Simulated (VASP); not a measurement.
Here is the system:

```xyz
6
Lattice="1.5868 -2.7485 0.0000 1.5868 2.7485 0.0000 0.0000 0.0000 12.7019" Properties=species:S:1:pos:R:3 pbc="T T T"
Mo     1.5868     0.9162     3.1755
Mo     1.5868    -0.9162     9.5264
S      1.5868     0.9162    11.1000
S      1.5868    -0.9162     4.7491
S      1.5868    -0.9162     1.6018
S      1.5868     0.9162     7.9528
```

Level of theory: PBEsol GGA, VASP's PBE PAW potentials (set 64) (plane waves; VASP). Settings: 520 eV cut-off, 10×10×2 Γ-centred mesh, Gaussian smearing of 0.050 eV, potentials Mo_sv S.

Without a dispersion term in the relaxation, distances and binding between the weakly bound layers, chains or molecules are unreliable, and so is what depends on them.

Problem. The ions and cell shape at fixed volume are relaxed. Which structure does the run end with?

Solution. 
```xyz
6
Lattice="1.5724 -2.7235 0.0000 1.5724 2.7235 0.0000 0.0000 0.0000 12.9360" Properties=species:S:1:pos:R:3 pbc="T T T"
Mo     1.5724     0.9078     3.2340
Mo     1.5724    -0.9078     9.7020
S      1.5724     0.9078    11.2608
S      1.5724    -0.9078     4.7928
S      1.5724    -0.9078     1.6752
S      1.5724     0.9078     8.1432
```
Space group P6_3/mmc (194), at a tolerance of 0.03 Å.

Problem. How much energy does the relaxation gain?

Solution. The energy (σ→0) changes by -6.5 meV/atom, in 7 ionic steps.

```csv
step,E(σ→0) (eV),max force (eV/Å),pressure (GPa),volume (Å³)
1,-46.8626,0.468,-4.27,110.80
2,-46.8844,0.029,-2.17,110.80
3,-46.8844,0.021,-2.13,110.80
4,-46.8969,0.005,-1.31,110.80
5,-46.9017,0.013,-0.37,110.80
6,-46.9017,0.014,-0.34,110.80
7,-46.9017,0.006,-0.43,110.80
```

The compound is MoS2 in the 2H layered structure. This cell is one point of a volume scan, at 1.03 of the reference volume. Symmetry was kept, so distortions that lower it aren't found.
